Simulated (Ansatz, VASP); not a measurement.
# ScAlB4: VASP beside Ansatz

One calculation is typed for both programs; each brings its own data sets. How far apart do they land? The cell is generated by rule, not measured, and may not be a known phase. The cell is taken from a series of runs on this material, whose earlier steps may have relaxed, scaled, displaced or heated it; both programs get it as it stands.

Main program and level: Ansatz 0.2.0; plane waves, with VASP 6.6.1 beside it; LDA.

The structure was built from a prototype and need not be the compound's stable phase.

**1. Starting point**

It takes space group F-43m (No. 216, cubic). The conventional cell has a = 5.989 Å, b = 5.989 Å, c = 5.989 Å, α = 90.00°, β = 90.00°, γ = 90.00°. Sc has 12 B at 2.52 Å and 4 Al at 2.59 Å nearest. Nearest to Al lie 12 B at 2.46 Å and 4 Sc at 2.59 Å. Nearest to B lie 6 B at 1.80 to 2.43 Å and 3 Al at 2.46 Å and 3 Sc at 2.52 Å. Farther neighbours are not listed.

**2. Ansatz: zone-centre phonons, LDA**

Ansatz runs on its default PAW (the set named soft_2) files.

Second derivatives magnify differences that forces hide, and they need a tight electronic threshold.

Contents of input.yaml:

```yaml
crystal:
  lattice:
    - [0.0, 2.9945439792, 2.9945439792]
    - [2.9945439792, 0.0, 2.9945439792]
    - [2.9945439792, 2.9945439792, 0.0]
  atoms:
    - { symbol: Sc, position: [0.25, 0.25, 0.25] }
    - { symbol: Al, position: [0.0, 0.0, 0.0] }
    - { symbol: B, position: [0.6435638331, 0.6435638331, 0.6435638331] }
    - { symbol: B, position: [0.0693085008, 0.6435638331, 0.6435638331] }
    - { symbol: B, position: [0.6435638331, 0.0693085008, 0.6435638331] }
    - { symbol: B, position: [0.6435638331, 0.6435638331, 0.0693085008] }
kpoints:
  mp_grid: { grid: [12, 12, 12] }
hamiltonian:
  xc: lda
scf:
  occupations: { method: methfessel_paxton, width: 0.2 }
output:
  eigenvalues: true
phonons:
  method: dfpt
```

The run is started by

```sh
$ ansatz run input.yaml --threads 8 --pin off --max-ram 14336MiB --backend cpu --events-out ev --progress --plain --runs-dir out
```

Numbers of over 12 decimals in the logs are rounded to 6 here.

The log of the run:

```text
Engine: ansatz 0.2.0, aarch64-unknown-linux-gnu
Pseudopotentials: kind: paw
Pseudopotential: Sc, paw, valence charge 11, recommended cutoff 420 eV (normal), Sc.paw.azcp
Pseudopotential: Al, paw, valence charge 3, recommended cutoff 420 eV (normal), Al.paw.azcp
Pseudopotential: B, paw, valence charge 3, recommended cutoff 420 eV (normal), B.paw.azcp
Functional definition: SPW92
  exchange = slater_x
  correlation = pw_c
Crystal: 6 atoms, lattice volume = 53.706 Å³
Basis set: ecut = 420 eV, 1067 PW (Γ), exchange–correlation on 60×60×60 points (8 copies of the dense FFT grid, shifted against one another)
Bands: 19, of which v1, the nominal top of the filled ones, is band 13 counted from 1 (12 counted from 0)
Symmetry: 24 space group operations
k-points: 476 of 1728 (irreducible under 2 space group operations, time reversal used)
Non-local potential: Sc, projectors of the file, l = 0: 3, l = 1: 2, l = 2: 3, l = 3: 1
Non-local potential: Al, projectors of the file, l = 0: 2, l = 1: 2, l = 2: 1
Non-local potential: B, projectors of the file, l = 0: 2, l = 1: 2, l = 2: 1
PAW form: soft (Blöchl's): semilocal exchange-correlation on the pseudo side does not see the compensation charge
PAW frozen core: Sc, regenerated for the run's functional, and the local potential with it (the file was generated under x = pbe(κ = 0.804, μ = 0.219515), c = pbe(β = 0.066725))
PAW frozen core: Al, regenerated for the run's functional, and the local potential with it (the file was generated under x = pbe(κ = 0.804, μ = 0.219515), c = pbe(β = 0.066725))
PAW frozen core: B, regenerated for the run's functional, and the local potential with it (the file was generated under x = pbe(κ = 0.804, μ = 0.219515), c = pbe(β = 0.066725))
PAW one-centre angular grid: Sc, 590 points (default); XC on 64 Gauss nodes
PAW one-centre angular grid: Al, 110 points (default); XC on 64 Gauss nodes
PAW one-centre angular grid: B, 110 points (default); XC on 64 Gauss nodes
Initial density: superposition of atomic densities (neutral atoms: chi_scale 0, normalization atom), corrected by the library's trained network
Initial wavefunctions: pseudopotential atomic-orbital guess
Functional: x = slater, c = lda
SCF iter   1: F=—  HF=-3198.717393 eV  |F-HF|=—  |Δ(HF+E_count)|=         —  Δρ=9.08e-3  dr2=7.59e-2  ethr=1.77e-3  ⟨swp⟩=5.3  Hψ=45996  notcnv=0
preconditioner: auto → Kerker (q_TF=auto, 2.418 Å⁻¹)  [metal: Δε(μ)=0.031 eV  Ē_g=8.705 eV  σ=0.200 eV  W_gap=0.13  n_scr=14 (ndim 8)  ℏωp=21.5 eV  f_vac=0.000  D(μ)=1.78/eV (n_scr^D=14)]
SCF iter   2: F=—  HF=-3198.699818 eV  |F-HF|=—  |Δ(HF+E_count)|=   1.76e-2  S|Δr|=    0.00e0  Δρ=4.78e-3  dr2=1.97e-2  ethr=2.92e-4  ⟨swp⟩=1.0  Hψ=12852  notcnv=0
SCF iter   3: F=—  HF=-3198.693106 eV  |F-HF|=—  |Δ(HF+E_count)|=   6.71e-3  S|Δr|=    0.00e0  Δρ=1.32e-3  dr2=1.75e-3  ethr=7.57e-5  ⟨swp⟩=2.6  Hψ=12205  notcnv=0
SCF iter   4: F=—  HF=-3198.692485 eV  |F-HF|=—  |Δ(HF+E_count)|=   6.21e-4  S|Δr|=    0.00e0  Δρ=3.40e-4  dr2=4.39e-5  ethr=6.72e-6  ⟨swp⟩=2.0  Hψ=11730  notcnv=0
SCF iter   5: F=—  HF=-3198.692476 eV  |F-HF|=—  |Δ(HF+E_count)|=   8.37e-6  S|Δr|=    0.00e0  Δρ=3.91e-5  dr2=4.34e-7  ethr=1.69e-7  ⟨swp⟩=2.4  Hψ=12442  notcnv=0
SCF iter   6: F=—  HF=-3198.692476 eV  |F-HF|=—  |Δ(HF+E_count)|=   1.89e-7  S|Δr|=    0.00e0  Δρ=3.63e-6  dr2=4.79e-9  ethr=1.67e-9  ⟨swp⟩=1.4  Hψ=9998  notcnv=0
SCF iter   7: F=—  HF=-3198.692476 eV  |F-HF|=—  |Δ(HF+E_count)|=  9.22e-10  S|Δr|=    0.00e0  Δρ=8.00e-7  dr2=4.07e-10  ethr=1.84e-11  ⟨swp⟩=2.2  Hψ=12382  notcnv=0
SCF iter   8: F=—  HF=-3198.692476 eV  |F-HF|=—  |Δ(HF+E_count)|=  7.96e-11  S|Δr|=    0.00e0  Δρ=1.30e-7  dr2=1.10e-11  ethr=1.57e-12  ⟨swp⟩=3.0  Hψ=15498  notcnv=0
SCF iter   9: F=-3198.692476 eV  HF=-3198.692476 eV  |F-HF|=0.00e0  |Δ(HF+E_count)|=  3.64e-12  S|Δr|=    0.00e0  Δρ=1.69e-8  dr2=1.73e-13  ethr=1.00e-12  ⟨swp⟩=8.8  Hψ=39164  notcnv=0
SCF 1 converged in 9 iterations: F = -3198.692476 eV  dr2 = 1.73e-13
  greatest PAW one-centre occupation: 0.998 electrons in one spin orbital (limit 2), on the Sc atom at site 0 (counted from 0), in its partial waves of l = 0
DFPT response loops at Γ: preconditioner auto → Kerker (q_TF=auto, 2.418 Å⁻¹) (partly filled bands, converged f_vac=0.000); β = 1.00, the filter's whole step (`scf.mixing.beta` (0.50) is not read by the response loops under this deck's `scf.mixing.preconditioner`; to damp them name `kerker` or `kerker_dos`, under which they read `scf.mixing.beta`, and type it under 1.00, their step now; both keys bind the ground state too); Broyden in place of MSR1
SCF converged after 9 iterations
Stability not checked: this state was not tested for a lower state beside it, because cold or Methfessel-Paxton smearing, or corrected tetrahedra, fill the levels in a way that the test cannot read (fill_not_monotonic; see scf.lower_state_search)
Free energy (F): -3198.692476 eV
Harris-Foulkes:  -3198.692476 eV  (|F-HF|=0.00e0)
Internal energy: -3198.694929 eV  (E = F + TS)
E sigma→0 (E₀):  -3198.693089 eV
Entropy (-TS):   0.002453 eV (0.409 meV/atom)
Fermi energy:    12.222301 eV
--- Per-component energies (eV) ---
  E_band       = -32.166734
  E_kinetic    = 489.713892
  E_local      = -841.804121  (includes V_loc(G=0)·N_el)
  E_nonlocal   = 144.654187
  E_hartree    = 313.296894
  E_xc         = -275.360476
  E_vxc        = -316.704308  (∫ρ·V_xc dr)
  E_paw        = -1644.009712  (= ΣΔE_a)
  E_vpaw       = -134.620151  (= ΣTr[D̂ρ^β])
  E_aug_tail   = -0.000009  (compensation charges beyond the density's cutoff)
  E_ewald      = -1385.729559
  E_core_change = 0.543976  (= ΣΔE_core)
  E_smearing   = 0.002453  (= −TS)
  E_closure    = -0.000000  (closes the sum)
  Σ components = -3198.692476   (vs F -3198.692476, Δ=0.00e0)
--- Band table (eV; the first three rows and the last of 476) ---
  k-point 0: bands = [... 9 lower, 9.2906, 9.2906, 9.4030, 9.4030, 9.4030, 12.4498, 16.8860, 16.8860, ... 2 higher]
  k-point 1: bands = [... 9 lower, 9.0881, 9.0881, 9.7415, 9.7966, 9.7966, 12.7713, 16.4473, 16.7726, ... 2 higher]
  k-point 2: bands = [... 9 lower, 9.0402, 9.0402, 10.3667, 10.3667, 10.4286, 13.6600, 15.6333, 16.4438, ... 2 higher]
  k-point 475: bands = [... 9 lower, 9.5381, 9.5381, 12.0284, 12.2464, 12.2464, 14.4725, 14.9864, 14.9864, ... 2 higher]
--- Phonons (Γ-DFPT): 3 representative perturbations + reference, on 476 of 1728 k-points (Σ response iterations 9) ---
  k mesh reduced under 2 symmetry operations, with k and −k counted as one. Each operation leaves every solved perturbation unchanged. A smaller set is not used because it would not reduce the number of displacements times k-points to solve
  ASR residual: 1.617e-5 → 0.000e0 eV/Å²; symmetrization residual: 8.259e-7 eV/Å²
  ASR residual per site (eV/Å²): 1.62e-5 4.63e-6 1.88e-6 1.88e-6 1.88e-6 1.88e-6
  Γ frequencies (cm⁻¹): 0.00 0.00 0.00 239.11 239.11 239.11 323.32 323.32 323.32 356.90 356.90 413.60 413.60 413.60 454.58 454.58 454.58 660.88
  non-analytic LO–TO correction: not included (Born effective charges unavailable; polar crystals: no LO–TO splitting at Γ)
```

(Continued in part 2 of 2.)

[Lines on the potential files, build, host, timing and source positions are cut from VASP's logs without a mark.]

[Logs are printed without paths, hosts, clocks, repeated set-up lines and the standing remarks that a program may print on its own settings, such as how far it seeks lower states.]

[Hosts, paths, dates, database ids (printed as entryN), source tags and the programs' standing remarks are cut or masked in the printed files.]
